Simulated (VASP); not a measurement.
```
CELL_PARAMETERS angstrom
      1.25500    -2.17372     0.00000
      1.25500     2.17372     0.00000
      0.00000     0.00000     4.07000
ATOMIC_POSITIONS crystal
  Co 0.33333 0.66667 0.25000
  Co 0.66667 0.33333 0.75000
```
Starting moments (μB, in the order of the record's atoms Co Co): 1.8 1.8.

All values below come from r2SCAN meta-GGA, VASP's PBE PAW potentials (set 64) (plane waves; VASP). Settings: 400 eV cut-off, 15×15×8 Γ-centred mesh, first-order Methfessel-Paxton smearing of 0.10 eV, potentials Co.

Energy and stress use the plane-wave basis of the starting cell.

Problem. The ions, cell shape and volume are relaxed. Give the cell that the relaxation ends in.

Solution. 
```
CELL_PARAMETERS angstrom
      1.23155    -2.13311     0.00000
      1.23155     2.13311     0.00000
      0.00000     0.00000     4.01574
ATOMIC_POSITIONS crystal
  Co 0.33333 0.66667 0.25000
  Co 0.66667 0.33333 0.75000
```
Space group P6_3/mmc (194), at a tolerance of 0.03 Å. The cell ends with 3.37 μB, on the sites 1.75 1.75 μB.

Problem. How do energy and volume change from the first to the last step?

Solution. The energy (σ→0) changes by -18.6 meV/atom and the volume by -5.0 %, in 11 ionic steps.

The compound is Co in the hcp structure. This run relaxes it. Symmetry was kept, so distortions that lower it aren't found.
